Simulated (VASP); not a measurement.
Level of theory: PBEsol GGA, VASP's PBE PAW potentials (set 64) (plane waves; VASP).

VASP ran on this input.

### INCAR
```
SYSTEM = Bi
PREC = Accurate; ENCUT = 480; LREAL = .False.
LASPH = .True.
EDIFF = 1E-7; NELM = 100; ALGO = Normal
LMAXMIX = 4
ISMEAR = 1; SIGMA = 0.1
GGA = PS
ISIF = 2
LWAVE = .False.; LCHARG = .False.
```

File POSCAR:
```
Bi
3.534990
  0.0000000000   0.7071067828   0.7071067828
  0.7071067828   0.0000000000   0.7071067828
  0.7071067828   0.7071067828   0.0000000000
Bi
1
Cartesian
  0.0000000000   0.0000000000   0.0000000000
```

KPOINTS:
```
Automatic mesh
0
Gamma
12 12 12
0 0 0
```

POTCAR, in this order: Bi_d (PBE.64 set). Program: vasp_std.

Output

OSZICAR:
```
       N       E                     dE             d eps       ncg     rms          rms(c)
DAV:   1     0.100133622209E+03    0.10013E+03   -0.78542E+03  1595   0.147E+03
DAV:   2     0.857938958049E+00   -0.99276E+02   -0.97457E+02  1599   0.343E+02
DAV:   3    -0.404694533894E+01   -0.49049E+01   -0.48478E+01  1856   0.858E+01
DAV:   4    -0.416508838207E+01   -0.11814E+00   -0.11802E+00  1872   0.145E+01
DAV:   5    -0.417049036473E+01   -0.54020E-02   -0.54017E-02  2017   0.275E+00    0.466E-01
DAV:   6    -0.416312718662E+01    0.73632E-02   -0.12118E-02  1920   0.178E+00    0.270E-01
DAV:   7    -0.416121230785E+01    0.19149E-02   -0.77162E-03  1860   0.136E+00    0.846E-02
DAV:   8    -0.416115685736E+01    0.55450E-04   -0.46989E-04  1862   0.424E-01    0.106E-02
DAV:   9    -0.416115545919E+01    0.13982E-05   -0.11053E-05  2020   0.549E-02    0.556E-03
DAV:  10    -0.416115541360E+01    0.45595E-07   -0.13450E-06  2038   0.136E-02    0.598E-04
DAV:  11    -0.416115540407E+01    0.95295E-08   -0.55602E-08  1035   0.391E-03
   1 F= -.41611554E+01 E0= -.41612264E+01  d E =0.212850E-03
```

OUTCAR:
```
------------------------ aborting loop because EDIFF is reached ----------------------------------------
  FORCE on cell =-STRESS in cart. coord.  units (eV):
  Direction    XX          YY          ZZ          XY          YZ          ZX
  --------------------------------------------------------------------------------------
  Total       -0.3943472     -0.3943472     -0.3943472      0.0000000      0.0000000     -0.0000000
  in kB      -20.2273842    -20.2273842    -20.2273842      0.0000000      0.0000000     -0.0000000
  external PRESSURE =     -20.2273842 kB  Pullay stress =       0.0000000 kB
  volume of cell :       31.24
      direct lattice vectors                 reciprocal lattice vectors
     0.000000000  2.499615406  2.499615406    -0.200030772  0.200030772  0.200030772
     2.499615406  0.000000000  2.499615406     0.200030772 -0.200030772  0.200030772
     2.499615406  2.499615406  0.000000000     0.200030772  0.200030772 -0.200030772
 POSITION                                       TOTAL-FORCE (eV/Angst)
 -----------------------------------------------------------------------------------
      0.00000      0.00000      0.00000         0.000000      0.000000      0.000000
 -----------------------------------------------------------------------------------
    total drift:                               -0.000000     -0.000000     -0.000000
  FREE ENERGIE OF THE ION-ELECTRON SYSTEM (eV)
  ---------------------------------------------------
  free  energy   TOTEN  =        -4.1611554041 eV

  energy  without entropy=       -4.1613682543  energy(sigma->0) =       -4.16122635
```
(Selected blocks of OUTCAR.)

The structure was generated: Bi was put into the fcc type (Fm-3m), which need not be its known phase. This cell was strained or had an atom moved on purpose.
